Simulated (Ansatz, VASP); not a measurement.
Two plane-wave programs on CsAs2

```
CELL_PARAMETERS angstrom
0.00000 3.83479 3.83479
3.83479 0.00000 3.83479
3.83479 3.83479 0.00000
ATOMIC_POSITIONS crystal
Cs 0.00000 0.00000 0.00000
As 0.25000 0.25000 0.25000
As 0.75000 0.75000 0.75000
```

Alike in both runs: functional PBE; k mesh 10 × 10 × 10; occupations gaussian, width 0.1 eV; no spin polarisation.

Ansatz relaxed the structure, and its values are those at the end. VASP's run is a single point on that final structure, the one shown.

```csv
,VASP,Ansatz
version,VASP 6.6.1,Ansatz 0.2.0
potentials or method,"VASP PAW PBE potentials, release 64 (Cs_sv, As)","scalar-relativistic, plane waves, PAW"
plane-wave cutoff (eV),520,420
valence electrons in the cell,19,39
```

|  | VASP | Ansatz | Ansatz less VASP |
| --- | --- | --- | --- |
| gap on the k mesh at the Fermi level (eV) | none | none | - |
| pressure (GPa) | 0.1 | 0.0 | -0.07 |

A gap of «none» marks a metal or a gap that the smearing closes. The two sets of potentials don't hold the same shells in valence.

The runs have no spin-orbit coupling, so splittings on Cs are missing.
